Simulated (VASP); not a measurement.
Energy against volume of NaCl (rock salt). Calculation: HSE06 screened hybrid, VASP's PBE PAW potentials (set 64) (plane waves; VASP 6.6.1).

| V (Å³/atom) | E (eV/atom) |
|---|---|
| 20.943 | -3.93617 |
| 21.634 | -3.94383 |
| 22.324 | -3.94727 |
| 23.015 | -3.94714 |
| 23.705 | -3.94404 |

Q: Fit a third-order Birch-Murnaghan equation of state.

A: 
| Quantity | Result |
|---|---|
| volume per atom | 22.64 Å³/atom |
| bulk modulus | 24.9 GPa |
| pressure derivative of the bulk modulus | 4.69 |
| lattice constant a | 5.658 Å |

The compound is NaCl in the rock salt structure. It was relaxed first. The cell's shape comes from a PBE relaxation.
